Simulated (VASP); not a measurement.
Input:

```xyz
2
Lattice="1.4733 -2.5247 0.0000 1.4733 2.5247 0.0000 0.0000 0.0000 2.7994" Properties=species:S:1:pos:R:3 pbc="T T T"
W      0.0000     0.0000     0.0000
C      1.5229     0.8416     1.3997
```

Computed with PBE GGA + U (Dudarev), VASP's PBE PAW potentials (set 64) (plane waves; VASP 6.6.1). Numerical set-up: 520 eV cut-off, 13×13×12 Γ-centred mesh, first-order Methfessel-Paxton smearing of 0.10 eV, potentials W_sv C, U − J: W 2.00 eV.

Task: Which forces act on the atoms, in eV/Å?

Result: 
```json
[
 {"atom": "W1", "Fx": "0.781", "Fy": "0.040", "Fz": "0.000"},
 {"atom": "C2", "Fx": "-0.781", "Fy": "-0.040", "Fz": "0.000"}
]
```

Task: Give the stress tensor in GPa (positive for a compressed cell).

Result: 
```
 2.83  -2.34   0.00
-2.34   7.99   0.00
 0.00   0.00  22.14
```
The pressure is its mean diagonal, 10.99 GPa.

The compound is WC in the wc structure. The cell was not relaxed at this level, atoms are displaced from their ideal sites. The run is one of a series of settings (LDAU = .TRUE., LDAUJ = 0 0, LDAUL = 2 -1, LDAUTYPE = 2, LDAUU = 2.0 0 against the base run), some of them coarse on purpose.
